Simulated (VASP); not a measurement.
Input for VASP

**INCAR**
```
NELM  =  100
ENCUT  =  400   # plane-wave cut-off (eV)
LMAXMIX  =  6
NEDOS  =  601   # DOS grid
LREAL  =  .FALSE.
PREC  =  Accurate
ALGO  =  Normal
EDIFF  =  1E-7   # SCF stop (eV)
LORBIT  =  11
SYSTEM  =  In2Pt
LCHARG  =  .TRUE.
ISMEAR  =  -5
LWAVE  =  .FALSE.
ISIF  =  2   # forces and stress, cell fixed
LEFG  =  .TRUE.
LASPH  =  .TRUE.
```

File KPOINTS:
```
Automatic mesh
0
Gamma
9 9 9
0 0 0
```

### POSCAR
```
In2Pt
4.4677890
  0.0000000000   0.7071068568   0.7071068568
  0.7071068568   0.0000000000   0.7071068568
  0.7071068568   0.7071068568   0.0000000000
In Pt
2 1
Cartesian
  0.3535534284   0.3535534284   0.3535534284
  1.0606602852   1.0606602852   1.0606602852
  0.0000000000   0.0000000000   0.0000000000
```

POTCAR, in this order: In_d Pt (LDA.64 set). Program: vasp_std.

**Question.** Write an equivalent input for Quantum ESPRESSO's pw.x.

**Answer.** One equivalent input (not run):
```
&CONTROL
  calculation = 'scf'
  pseudo_dir = './pseudo'
  outdir = './out'
  tprnfor = .true.
  tstress = .true.
/
&SYSTEM
  ibrav = 0
  nat = 3
  ntyp = 2
  ecutwfc = 84
  occupations = 'tetrahedra'
  input_dft = 'pz'
/
&ELECTRONS
  conv_thr = 7.3e-09
  electron_maxstep = 100
/
ATOMIC_SPECIES
  In 114.818 In.upf
  Pt 195.084 Pt.upf
CELL_PARAMETERS angstrom
     0.0000000    3.1592042    3.1592042
     3.1592042    0.0000000    3.1592042
     3.1592042    3.1592042   -0.0000000
ATOMIC_POSITIONS crystal
  In   0.2500000  0.2500000  0.2500000
  In   0.7500000  0.7500000  0.7500000
  Pt   0.0000000  0.0000000  0.0000000
K_POINTS automatic
  9 9 9 0 0 0
```
Limits of the translation: the potentials are each code's own (VASP's PAW set, PseudoDojo norm-conserving files in pw.x), so ENCUT and ecutwfc are chosen apart and not converted; conv_thr bounds pw.x's estimated SCF error, while EDIFF bounds the energy change between steps; the field gradients of LEFG aren't asked of the other code.

The structure comes from a computed database's In2Pt entry (Fm-3m); how it stands against other phases isn't given here. It was relaxed first.
